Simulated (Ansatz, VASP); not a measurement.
# Zn34Te25S9 in two plane-wave programs, part 2 of 3

Aim: how closely do two programs agree when they are given the same cell, functional and k mesh? Of the first pair: The structure shown is the start of the Ansatz relaxation below; VASP solves that cell, so the two are compared at the walk's first step.

VASP 6.6.1 and Ansatz 0.2.0.

So far: The structure; Ansatz: relaxation, PBE.

**3. VASP: single point, PBE, start cell, pair 1**

Level of this step: PBE; plane waves and PAW (Zn, Te, S) (VASP).

The same cell, functional, mesh and smearing now go to VASP, with its own data sets.

Lines of VASP's logs that name or quote its potential files are left out, and so is its time.

INCAR reads:

```
SYSTEM = Zn34Te25S9
PREC = Accurate
ENCUT = 400
EDIFF = 1E-06
NELM = 120
ISMEAR = 0
SIGMA = 0.025
LREAL = Auto
ALGO = Normal
GGA = PE
NBANDS = 360
LORBIT = 11
LWAVE = .FALSE.
LCHARG = .FALSE.
ISIF = 2
LASPH = .TRUE.
GGA_COMPAT = .FALSE.
EFERMI = MIDGAP
NCORE = 2
```

POSCAR reads:

```
Zn34Te25S9
1.0
   12.3980000000      0.0000000000      0.0000000000
    0.0000000000     12.3980000000      0.0000000000
    0.0000000000      0.0000000000     12.3980000000
Zn Te S
34 25 9
Direct
    0.6530166156      0.3363123084      0.2082674625
    0.4922487498      0.5604371673      0.9851992257
    0.0159380545      0.3826988224      0.7466768834
    0.1156396193      0.5164703985      0.4580577513
    0.6492095499      0.9854008711      0.7308275528
    0.1348362639      0.8525810615      0.5266333280
    0.9449507985      0.0605823520      0.6555412163
    0.2444184546      0.1746733344      0.4949507985
    0.3512340700      0.8598080336      0.9728423939
    0.9847233425      0.3193095661      0.2037102759
    0.7804161962      0.5341264720      0.4516696241
    0.3127278593      0.3311985804      0.2001209873
    0.4383206969      0.8957573802      0.4829569285
    0.0144862075      0.8701080819      0.9585578319
    0.9657606065      0.6962171318      0.2460961445
    0.8075415390      0.9937086627      0.2243507017
    0.8156799484      0.8863687692      0.4195838038
    0.5037586708      0.1548959510      0.9441522826
    0.1944829811      0.9906033231      0.2412808518
    0.6599209550      0.8515083078      0.9673011776
    0.1616470398      0.5505484756      0.9904662042
    0.3646394580      0.3791337312      0.7483626391
    0.8857073722      0.7348120665      0.6812873044
    0.2015163736      0.7121067914      0.6840377480
    0.6585578319      0.7087514115      0.2404984675
    0.3153492499      0.7235521858      0.2356509114
    0.8230682368      0.5467414099      0.9755283110
    0.1796015486      0.1590014518      0.9370704952
    0.5308598161      0.7037183417      0.7265365382
    0.3477335054      0.0098483626      0.7275770286
    0.8077028553      0.1725762220      0.9338764317
    0.4420067753      0.5121471205      0.4546781739
    0.5939103081      0.1955638006      0.5129375706
    0.5085497661      0.9971527666      0.2131069527
    0.8064123246      0.3780932408      0.8252621391
    0.0002984352      0.9012824649      0.1677770608
    0.8422326182      0.7520890466      0.8960396838
    0.4771898693      0.7077512502      0.3690917890
    0.2810291983      0.3773834489      0.4051459913
    0.6609372479      0.5338522342      0.1145587998
    0.6201968059      0.3913695757      0.4168978868
    0.1426762381      0.7048878851      0.3654218422
    0.9837796419      0.5250201645      0.1101709953
    0.5372237458      0.3674624940      0.8750120987
    0.1543071463      0.1920067753      0.1514034522
    0.3781093725      0.5793999032      0.6520971124
    0.3259799968      0.5342797225      0.1152363284
    0.0562510082      0.2351185675      0.5912969834
    0.6073802226      0.0065575093      0.4098725601
    0.8116389740      0.1999193418      0.1492337474
    0.9903774802      0.0652685917      0.8728504598
    0.4878932086      0.2072511695      0.1534279723
    0.7477093080      0.1616389740      0.6573560252
    0.1808598161      0.7426601065      0.8974431360
    0.1890627521      0.3639861268      0.8702613325
    0.9487659300      0.3919422487      0.4077189869
    0.0372318116      0.5808114212      0.6562187450
    0.7121390547      0.5891918051      0.6601790611
    0.4070575899      0.1989837070      0.6280690434
    0.9447975480      0.8900790450      0.5673899016
    0.5026617196      0.7474028069      0.9139861268
    0.3447410873      0.0472092273      0.9148007743
    0.8078803033      0.7024681400      0.3536860784
    0.6570333925      0.0415389579      0.9119696725
    0.6624132925      0.8860461365      0.1576302629
    0.3437086627      0.8963139216      0.1640264559
    0.4876109050      0.8875463784      0.6656960800
    0.2555573480      0.9825375060      0.4350137119
```

KPOINTS reads:

```
Automatic mesh
0
Gamma
1 1 1
0 0 0
```

PAW data sets: Zn, Te and S (PBE family, release 64).

Command:

```sh
> mpirun -np 8 vasp_gam
```

Numbers of over 12 decimals in the logs are rounded to 6 here.

Output:

```text
[banner, memory and clock lines left out]
running    8 mpi-ranks, on    1 nodes
[...]
LDA part: xc-table for (Slater+PW92), standard interpolation
 POSCAR, INCAR and KPOINTS ok, starting setup
[...]
entering main loop
       N       E                     dE             d eps       ncg     rms          rms(c)
DAV:   1     0.596940187868E+04    0.59694E+04   -0.24467E+05   720   0.170E+03
DAV:   2     0.104271458982E+04   -0.49267E+04   -0.48047E+04   720   0.442E+02
DAV:   3    -0.579041724421E+02   -0.11006E+04   -0.10307E+04   792   0.180E+02
DAV:   4    -0.180990321796E+03   -0.12309E+03   -0.12062E+03   808   0.571E+01
[...]
DAV:  21    -0.175096598494E+03   -0.43109E-06   -0.12885E-05   816   0.148E-02    0.215E-02
DAV:  22    -0.175096596324E+03    0.21705E-05   -0.32331E-05   568   0.683E-03    0.782E-03
DAV:  23    -0.175096596307E+03    0.16444E-07   -0.27858E-06   440   0.415E-03
   1 F= -.17509660E+03 E0= -.17508767E+03  d E =-.178605E-01
```

OUTCAR, selected parts (step 3):

```text
 POSITION                                       TOTAL-FORCE (eV/Angst)
 -----------------------------------------------------------------------------------
      8.09610      4.16960      2.58210        -0.191433     -0.047350      0.135748
      6.10290      6.94830     12.21450         0.168070     -0.123206      0.032876
      0.19760      4.74470      9.25730        -0.462455      0.150308      0.126822
      1.43370      6.40320      5.67900        -0.125052     -0.109970     -0.097604
      8.04890     12.21700      9.06080        -0.452140      0.731168     -0.314828
      1.67170     10.57030      6.52920         0.198735      0.019573      0.100228
     11.71550      0.75110      8.12740        -0.292605      0.178083      0.009310
      3.03030      2.16560      6.13640        -0.063528     -0.082748      0.023521
      4.35460     10.65990     12.06130        -0.069913     -0.089094      0.094317
     12.20860      3.95880      2.52560        -0.095830      0.059724      0.019298
      9.67560      6.62210      5.59980        -0.174275      0.135093      0.446988
      3.87720      4.10620      2.48110        -0.000037     -0.081032     -0.087104
      5.43430     11.10560      5.98770        -0.117899     -0.162508     -0.316718
      0.17960     10.78760     11.88420        -0.236802     -0.182961     -0.278393
[...]
-----------------------------------------------------------------------------------
    total drift:                                0.005494      0.040121      0.016525

  FREE ENERGIE OF THE ION-ELECTRON SYSTEM (eV)
  ---------------------------------------------------
  free  energy   TOTEN  =      -175.0965963072 eV

  energy  without entropy=     -175.0787358066  energy(sigma->0) =     -175.08766606

[... 2 further parts left out ...]
```

The gap is under twice the smearing width, so the edge states are partly filled and the run can't tell a small gap from a semimetal.

**4. Differences**

Known differences besides the potentials themselves: the data sets hold 862 valence electrons in Ansatz (on its PAW soft_1 files) and 612 in VASP; the cutoff is 420 eV in Ansatz and 400 eV in VASP (PREC = Accurate, projectors in real space). Total energies have different zeros and are not compared.

Forces on 8 of the 68 atoms, those with the largest forces and the largest differences (eV/Å; atoms numbered as in POSCAR):

```
atom          Ansatz x, y, z            VASP x, y, z
 Zn5   -0.458, 0.735, -0.306   -0.452, 0.731, -0.315
Zn19     0.034, 0.131, 0.210     0.022, 0.138, 0.212
Zn30     0.877, 0.237, 0.220     0.870, 0.234, 0.216
Te35    1.109, -0.032, 0.646    1.095, -0.036, 0.641
Te53  -0.090, -0.907, -0.082  -0.082, -0.890, -0.079
Te54     0.102, 0.709, 0.202     0.107, 0.711, 0.201
Te58    0.221, 0.876, -0.331    0.227, 0.871, -0.322
 S62  -0.543, -0.123, -0.670  -0.547, -0.123, -0.663
```

The forces differ by 4.7 meV/Å r.m.s., which is 1.8 % of the r.m.s. force of 0.267 eV/Å (both taken over all components).

**5. Ansatz: relaxation, PBE**

This run makes the geometry at which the two programs are then compared. The cell compared in this pair holds 1928.79 Å³, against 1905.70 Å³ for the pair before.

The structure compared here is the end of the Ansatz relaxation.

input.yaml reads:

```yaml
crystal:
  lattice:
    - [12.398, 0.0, 0.0]
    - [0.0, 12.398, 0.0]
    - [0.0, 0.0, 12.398]
  atoms:
    - { symbol: Zn, position: [0.65302, 0.33631, 0.20827] }
    - { symbol: Zn, position: [0.49225, 0.56044, 0.9852] }
    - { symbol: Zn, position: [0.01594, 0.3827, 0.74668] }
    - { symbol: Zn, position: [0.11564, 0.51647, 0.45806] }
    - { symbol: Zn, position: [0.64921, 0.9854, 0.73083] }
    - { symbol: Zn, position: [0.13484, 0.85258, 0.52663] }
    - { symbol: Zn, position: [0.94495, 0.06058, 0.65554] }
    - { symbol: Zn, position: [0.24442, 0.17467, 0.49495] }
    - { symbol: Zn, position: [0.35123, 0.85981, 0.97284] }
    - { symbol: Zn, position: [0.98472, 0.31931, 0.20371] }
    - { symbol: Zn, position: [0.78042, 0.53413, 0.45167] }
    - { symbol: Zn, position: [0.31273, 0.3312, 0.20012] }
    - { symbol: Zn, position: [0.43832, 0.89576, 0.48296] }
    - { symbol: Zn, position: [0.01449, 0.87011, 0.95856] }
    - { symbol: Zn, position: [0.96576, 0.69622, 0.2461] }
    - { symbol: Zn, position: [0.80754, 0.99371, 0.22435] }
    - { symbol: Zn, position: [0.81568, 0.88637, 0.41958] }
    - { symbol: Zn, position: [0.50376, 0.1549, 0.94415] }
    - { symbol: Zn, position: [0.19448, 0.9906, 0.24128] }
    - { symbol: Zn, position: [0.65992, 0.85151, 0.9673] }
    - { symbol: Zn, position: [0.16165, 0.55055, 0.99047] }
    - { symbol: Zn, position: [0.36464, 0.37913, 0.74836] }
    - { symbol: Zn, position: [0.88571, 0.73481, 0.68129] }
    - { symbol: Zn, position: [0.20152, 0.71211, 0.68404] }
    - { symbol: Zn, position: [0.65856, 0.70875, 0.2405] }
    - { symbol: Zn, position: [0.31535, 0.72355, 0.23565] }
    - { symbol: Zn, position: [0.82307, 0.54674, 0.97553] }
    - { symbol: Zn, position: [0.1796, 0.159, 0.93707] }
    - { symbol: Zn, position: [0.53086, 0.70372, 0.72654] }
    - { symbol: Zn, position: [0.34773, 0.00985, 0.72758] }
    - { symbol: Zn, position: [0.8077, 0.17258, 0.93388] }
    - { symbol: Zn, position: [0.44201, 0.51215, 0.45468] }
    - { symbol: Zn, position: [0.59391, 0.19556, 0.51294] }
    - { symbol: Zn, position: [0.50855, 0.99715, 0.21311] }
    - { symbol: Te, position: [0.80641, 0.37809, 0.82526] }
    - { symbol: Te, position: [0.0003, 0.90128, 0.16778] }
    - { symbol: Te, position: [0.84223, 0.75209, 0.89604] }
    - { symbol: Te, position: [0.47719, 0.70775, 0.36909] }
    - { symbol: Te, position: [0.28103, 0.37738, 0.40515] }
    - { symbol: Te, position: [0.66094, 0.53385, 0.11456] }
    - { symbol: Te, position: [0.6202, 0.39137, 0.4169] }
    - { symbol: Te, position: [0.14268, 0.70489, 0.36542] }
    - { symbol: Te, position: [0.98378, 0.52502, 0.11017] }
    - { symbol: Te, position: [0.53722, 0.36746, 0.87501] }
    - { symbol: Te, position: [0.15431, 0.19201, 0.1514] }
    - { symbol: Te, position: [0.37811, 0.5794, 0.6521] }
    - { symbol: Te, position: [0.32598, 0.53428, 0.11524] }
    - { symbol: Te, position: [0.05625, 0.23512, 0.5913] }
    - { symbol: Te, position: [0.60738, 0.00656, 0.40987] }
    - { symbol: Te, position: [0.81164, 0.19992, 0.14923] }
    - { symbol: Te, position: [0.99038, 0.06527, 0.87285] }
    - { symbol: Te, position: [0.48789, 0.20725, 0.15343] }
    - { symbol: Te, position: [0.74771, 0.16164, 0.65736] }
    - { symbol: Te, position: [0.18086, 0.74266, 0.89744] }
    - { symbol: Te, position: [0.18906, 0.36399, 0.87026] }
    - { symbol: Te, position: [0.94877, 0.39194, 0.40772] }
    - { symbol: Te, position: [0.03723, 0.58081, 0.65622] }
    - { symbol: Te, position: [0.71214, 0.58919, 0.66018] }
    - { symbol: Te, position: [0.40706, 0.19898, 0.62807] }
    - { symbol: S, position: [0.9448, 0.89008, 0.56739] }
    - { symbol: S, position: [0.50266, 0.7474, 0.91399] }
    - { symbol: S, position: [0.34474, 0.04721, 0.9148] }
    - { symbol: S, position: [0.80788, 0.70247, 0.35369] }
    - { symbol: S, position: [0.65703, 0.04154, 0.91197] }
    - { symbol: S, position: [0.66241, 0.88605, 0.15763] }
    - { symbol: S, position: [0.34371, 0.89631, 0.16403] }
    - { symbol: S, position: [0.48761, 0.88755, 0.6657] }
    - { symbol: S, position: [0.25556, 0.98254, 0.43501] }
kpoints:
  mp_grid: { grid: [1, 1, 1] }
hamiltonian:
  xc: pbe
  pseudopotentials: { kind: paw, azcp: { folder: soft_1 } }
scf:
  occupations: { method: gaussian, width: 0.025 }
output:
  forces: true
relax:
  f_tol: 0.05
  max_steps: 150
  cell: {}
```

Command:

```sh
> ansatz run input.yaml --threads 4 --pin off --max-ram 15872MiB --backend cpu --events-out ev --progress --plain --runs-dir out
```

Output:

```text
[...]
Crystal: 68 atoms, lattice volume = 1905.702 Å³
Basis set: ecut = 420 eV, 37385 PW (Γ), exchange–correlation on 180×180×180 points (8 copies of the dense FFT grid, shifted against one another)
Bands: 518, of which v1, the nominal top of the filled ones, is band 431 counted from 1 (430 counted from 0)
Symmetry: 1 space group operations
[...]
k-points: 1
[...]
- { symbol: Te, position: [0.401819, 0.207945, 0.617824] }
    - { symbol: S, position: [0.893791, 0.872544, 0.569738] }
    - { symbol: S, position: [0.502638, 0.733716, 0.910208] }
    - { symbol: S, position: [0.347174, 0.045369, 0.908917] }
    - { symbol: S, position: [0.784304, 0.689477, 0.347763] }
    - { symbol: S, position: [0.642932, 0.027525, 0.896535] }
    - { symbol: S, position: [0.646960, 0.869816, 0.138220] }
    - { symbol: S, position: [0.343946, 0.879360, 0.149398] }
    - { symbol: S, position: [0.514134, 0.896187, 0.649070] }
    - { symbol: S, position: [0.294460, 1.000645, 0.427591] }
[key lines of the parts left out:]
P = ⅓ Tr σ = 0.0005 GPa (0.005 kbar)
```

[end of part 2 of 3]

[Lines on the potential files, build, host, timing and source positions are cut from VASP's logs without a mark.]

[Logs are printed without paths, hosts, clocks, repeated set-up lines and the standing remarks that a program may print on its own settings, such as how far it seeks lower states.]

[Hosts, paths, dates, database ids (printed as entryN), source tags and the programs' standing remarks are cut or masked in the printed files.]
